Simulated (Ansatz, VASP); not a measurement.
# HfMg3 in VASP and in Ansatz

The input INCAR:

```
ALGO = Normal
EDIFF = 1E-7
ENCUT = 520
GGA = PE
ISIF = 2
ISMEAR = -1
LASPH = T
LCHARG = F
LREAL = F
LWAVE = F
NBANDS = 16
NELM = 100
PREC = Accurate
SIGMA = 0.05
```

Contents of KPOINTS:

```
k-points
0
Gamma
  6 6 6
```

File POSCAR:

```
HfMg3
1.0
    4.4333760000      0.0000000000      0.0000000000
    0.0000000000      4.4333760000      0.0000000000
    0.0000000000      0.0000000000      4.4333760000
Hf Mg
1 3
Direct
    0.0000000000      0.0000000000      0.0000000000
    0.0000000000      0.5000000000      0.5000000000
    0.5000000000      0.0000000000      0.5000000000
    0.5000000000      0.5000000000      0.0000000000
```

input.yaml

```yaml
crystal:
  lattice:
    - [4.433376, 0.0, 0.0]
    - [0.0, 4.433376, 0.0]
    - [0.0, 0.0, 4.433376]
  atoms:
    - { symbol: Hf, position: [0.0, 0.0, 0.0] }
    - { symbol: Mg, position: [0.0, 0.5, 0.5] }
    - { symbol: Mg, position: [0.5, 0.0, 0.5] }
    - { symbol: Mg, position: [0.5, 0.5, 0.0] }
hamiltonian:
  xc: pbe
  pseudopotentials: { kind: paw }
kpoints:
  mp_grid: { grid: [6, 6, 6] }
scf:
  occupations: { method: fermi_dirac, width: 0.05 }
output:
  forces: true
  stress: true
  eigenvalues: true
```

The cell comes from a database or a generator and needn't be the stable form of this composition.

Alike in both runs: task single point; functional PBE; k mesh 6 × 6 × 6; occupations fermi-dirac, width 0.05 eV; no spin polarisation.

|  | VASP | Ansatz |
| --- | --- | --- |
| version | VASP 6.6.1 | Ansatz 0.2.0 |
| potentials or method | VASP PAW PBE potentials, release 64 (Hf_pv, Mg) | Ansatz PAW |
| plane-wave cutoff (eV) | 520 | 420 |
| valence electrons in the cell | 16 | 56 |

Ansatz gave:

```
gap on the k mesh at the Fermi level (eV) : none
pressure (GPa)                            : 0.1
```

Task: Which values does VASP return?

Result: gap on the k mesh at the Fermi level (eV): none; pressure (GPa): -0.1.

A gap of «none» marks a metal or a gap that the smearing closes. The two sets of potentials don't hold the same shells in valence.

The runs have no spin-orbit coupling, so splittings on Hf are missing.
